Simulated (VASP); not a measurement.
Data:

```
KF
1.0
    0.00000     2.67500     2.67500
    2.67500     0.00000     2.67500
    2.67500     2.67500     0.00000
K F
1 1
Direct
  0.00000   0.00000   0.00000
  0.50000   0.50000   0.50000
```

Computed with vdW-DF-cx, VASP's PBE PAW potentials (set 64) (plane waves; VASP). Run with 520 eV cut-off, Gaussian smearing of 0.050 eV, potentials K_sv F.

### Question
Give the energies of bands 6 to 10 at the high-symmetry points, in eV from the valence-band maximum.

### Answer

| band | Γ | X | U | L | W |
|---|---|---|---|---|---|
| 6 | 0.00 | -0.20 | -0.33 | -0.77 | -0.40 |
| 7 | 0.00 | -0.06 | -0.19 | -0.34 | -0.16 |
| 8 | 0.00 | -0.06 | -0.19 | -0.34 | -0.16 |
| 9 | 6.37 | 8.35 | 9.10 | 9.22 | 9.89 |
| 10 | 10.75 | 10.37 | 10.90 | 10.80 | 9.89 |

The gap is direct, 6.37 eV, from the valence maximum at Γ to the conduction minimum at Γ.

Measured: gap 10.90 eV (computed value off by -4.53 eV), as given by David Koller et al., Journal of Physics Condensed Matter (2013), arXiv:1304.4470.

The compound is KF in the rock salt structure. The cell was not relaxed at this level.
